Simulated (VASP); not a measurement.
# Osmium: how cutoff and mesh change the relaxed cell, part 2 of 2

How far does the relaxed cell of Osmium depend on cutoff and k mesh? The starting structure is a measured crystal structure from the Crystallography Open Database. The first relaxation on each setting starts from this cell expanded by 3 % in volume.

VASP 6.6.1.

Results so far: reference 13.91 Å³ an atom; a cutoff of 230 eV 13.81 Å³ an atom; a 10×10×6 mesh 13.91 Å³ an atom.

**5. Relaxation with a cutoff of 600 eV**

Level of this step: PBEsol; plane waves and PAW (Os) (VASP).

Against step 2 the input has ENCUT = 600. This run starts from the cell of an earlier relaxation, which isn't shown; the restart sets up the plane waves anew.

Contents of INCAR:

```
SYSTEM = Os
PREC = Accurate
ENCUT = 600
EDIFF = 1E-06
NELM = 100
ISMEAR = 1
SIGMA = 0.15
LREAL = .FALSE.
ALGO = Normal
GGA = PS
NBANDS = 14
LORBIT = 11
LWAVE = .FALSE.
LCHARG = .FALSE.
KPAR = 2
IBRION = 2
NSW = 50
ISIF = 3
EDIFFG = -0.004
```

Contents of POSCAR:

```
Os
1.0
    2.7285332854      0.0000000000      0.0000000000
   -1.3642666427      2.3629791402      0.0000000000
    0.0000000000      0.0000000000      4.3151419261
Os
2
Direct
    0.6666666667      0.3333333333      0.7500000000
    0.3333333333      0.6666666667      0.2500000000
```

Contents of KPOINTS:

```
Automatic mesh
0
Gamma
18 18 10
0 0 0
```

Potentials, in the order of the species: Os (PBE family, release 64).

Run with:

```bash
$ mpirun -np 2 vasp_std
```

The program printed:

```text
[... set-up lines as in an earlier step ...]
 entering main loop
       N       E                     dE             d eps       ncg     rms          rms(c)
DAV:   1     0.117079946034E+03    0.11708E+03   -0.82080E+03  6216   0.124E+03
DAV:   2    -0.194347286356E+02   -0.13651E+03   -0.11996E+03  6350   0.368E+02
DAV:   3    -0.259453365281E+02   -0.65106E+01   -0.61464E+01  8156   0.698E+01
DAV:   4    -0.260264978412E+02   -0.81161E-01   -0.80831E-01  6822   0.793E+00
[...]
DAV:  10    -0.244831139610E+02   -0.24267E-04   -0.60915E-05  7908   0.726E-02    0.103E-02
DAV:  11    -0.244830904948E+02    0.23466E-04   -0.54002E-06  6924   0.257E-02    0.125E-03
DAV:  12    -0.244830899276E+02    0.56721E-06   -0.11182E-07  3864   0.352E-03
   1 F= -.24483090E+02 E0= -.24482673E+02  d E =-.244831E+02
[...]
reached required accuracy - stopping structural energy minimisation
```

Run time: 17 s. Hardware: 2 MPI ranks of Intel Xeon 6975P-C (Granite Rapids), shared host; peak memory 0.43 GiB.

OUTCAR, selected parts (step 5):

```text
  Total       -0.0036375     -0.0036375     -0.0017673     -0.0000000     -0.0000000     -0.0000000
  in kB       -0.2094722     -0.2094722     -0.1017714     -0.0000000     -0.0000000     -0.0000000
  external PRESSURE =      -0.1735719 kB  Pullay stress =       0.0000000 kB

 POSITION                                       TOTAL-FORCE (eV/Angst)
 -----------------------------------------------------------------------------------
      1.36427      0.78766      3.23636         0.000000     -0.000000      0.000000
     -0.00000      1.57532      1.07879        -0.000000      0.000000      0.000000
 -----------------------------------------------------------------------------------
    total drift:                               -0.000000      0.000000     -0.000000

  FREE ENERGIE OF THE ION-ELECTRON SYSTEM (eV)
  ---------------------------------------------------
  free  energy   TOTEN  =       -24.4830899276 eV

  energy  without entropy=      -24.4818389630  energy(sigma->0) =      -24.48267294

[... 2 parts as in an earlier step ...]

[... 2 further parts left out ...]
[key lines of the parts left out:]
E-fermi :   9.3875
```

With a cutoff of 600 eV the cell ends at 13.911 Å³ an atom, +0.03 % from the reference.

**6. Relaxation with a 26×26×14 mesh**

Against step 2 the input has a 26×26×14 mesh. This run starts from the cell of an earlier relaxation, which isn't shown; the restart sets up the plane waves anew.

INCAR: that of step 5 with these lines changed.

```diff
@@ -2,3 +2,3 @@
 PREC = Accurate
-ENCUT = 600
+ENCUT = 450
 EDIFF = 1E-06
```

Contents of POSCAR:

```
Os
1.0
    2.7301658448      0.0000000000      0.0000000000
   -1.3650829223      2.3643929781      0.0000000000
    0.0000000000      0.0000000000      4.3089598113
Os
2
Direct
    0.6666666667      0.3333333333      0.7500000000
    0.3333333333      0.6666666667      0.2500000000
```

Contents of KPOINTS:

```
Automatic mesh
0
Gamma
26 26 14
0 0 0
```

Run with:

```bash
$ mpirun -np 2 vasp_std
```

The program printed:

```text
[... set-up lines as in an earlier step ...]
 entering main loop
       N       E                     dE             d eps       ncg     rms          rms(c)
DAV:   1     0.887113487146E+02    0.88711E+02   -0.68931E+03 15696   0.977E+02
DAV:   2    -0.216040673087E+02   -0.11032E+03   -0.97720E+02 16406   0.331E+02
DAV:   3    -0.259956241599E+02   -0.43916E+01   -0.42291E+01 20476   0.568E+01
DAV:   4    -0.260336806400E+02   -0.38056E-01   -0.37946E-01 17224   0.536E+00
[...]
DAV:  10    -0.244867247951E+02   -0.18081E-04   -0.66254E-05 19886   0.735E-02    0.109E-02
DAV:  11    -0.244867047765E+02    0.20019E-04   -0.45843E-06 17384   0.231E-02    0.138E-03
DAV:  12    -0.244867041214E+02    0.65512E-06   -0.11312E-07  9604   0.366E-03
   1 F= -.24486704E+02 E0= -.24486846E+02  d E =-.244867E+02
[...]
reached required accuracy - stopping structural energy minimisation
```

Wall time 39 s (2 MPI ranks); peak memory 0.51 GiB.

From OUTCAR (step 6):

```text
  Total       -0.0046444     -0.0046444      0.0015427     -0.0000000     -0.0000000      0.0000000
  in kB       -0.2675229     -0.2675229      0.0888584     -0.0000000     -0.0000000      0.0000000
  external PRESSURE =      -0.1487291 kB  Pullay stress =       0.0000000 kB

 POSITION                                       TOTAL-FORCE (eV/Angst)
 -----------------------------------------------------------------------------------
      1.36508      0.78813      3.23172        -0.000000      0.000000      0.000000
     -0.00000      1.57626      1.07724         0.000000     -0.000000      0.000000
 -----------------------------------------------------------------------------------
    total drift:                                0.000000     -0.000000     -0.000000

  FREE ENERGIE OF THE ION-ELECTRON SYSTEM (eV)
  ---------------------------------------------------
  free  energy   TOTEN  =       -24.4867041214 eV

  energy  without entropy=      -24.4871291793  energy(sigma->0) =      -24.48684581

[... 1 part as in an earlier step ...]

[... 3 further parts left out ...]
[key lines of the parts left out:]
E-fermi :   9.4078
```

With a 26×26×14 mesh the cell ends at 13.908 Å³ an atom, +0.00 % from the reference.

**7. The runs compared**

| run | volume (Å³/atom) | change (%) | pressure left (GPa) | core minutes |
| --- | --- | --- | --- | --- |
| reference | 13.907 | - | 0.02 | 2.65 |
| a cutoff of 230 eV | 13.815 | -0.67 | -0.01 | 1.34 |
| a 10×10×6 mesh | 13.914 | 0.05 | 0.02 | 0.84 |
| a cutoff of 600 eV | 13.911 | 0.03 | -0.02 | 3.49 |
| a 26×26×14 mesh | 13.908 | 0.0 | -0.01 | 5.77 |

Core minutes are wall time times ranks, summed over the relaxations behind a row (those for a bulk modulus apart), on shared hosts.

**8. Summary of results**

```
volume of the reference                          : 13.91 Å³/atom
volume against the reference, a cutoff of 230 eV : -0.67 %
volume against the reference, a 10×10×6 mesh     : +0.05 %
volume against the reference, a cutoff of 600 eV : +0.03 %
volume against the reference, a 26×26×14 mesh    : +0.00 %
```

In words: The volume moves most with a cutoff of 230 eV: -0.67 % against the reference (450 eV, 18×18×10 mesh). On finer settings it changes by +0.03 % with a cutoff of 600 eV and +0.00 % with a 26×26×14 mesh. The axes move most with a 10×10×6 mesh: a by +0.2 % and c by -0.4 %, which partly cancels in the volume. The relaxations stop with up to 0.02 GPa left, which at a bulk modulus of 50 GPa, to name a scale, is 0.04 % of the volume, and more along a soft axis. A cell that shrinks at the lower cutoff is the usual mark of Pulay stress, the error that a plane-wave basis makes when it is kept while the volume changes. Further runs on this material are not shown.

[Lines on the potential files, build, host, timing and source positions are cut from VASP's logs without a mark.]

[Logs are printed without paths, hosts, clocks, repeated set-up lines and the standing remarks that a program may print on its own settings, such as how far it seeks lower states.]

[Hosts, paths, dates, database ids (printed as entryN), source tags and the programs' standing remarks are cut or masked in the printed files.]
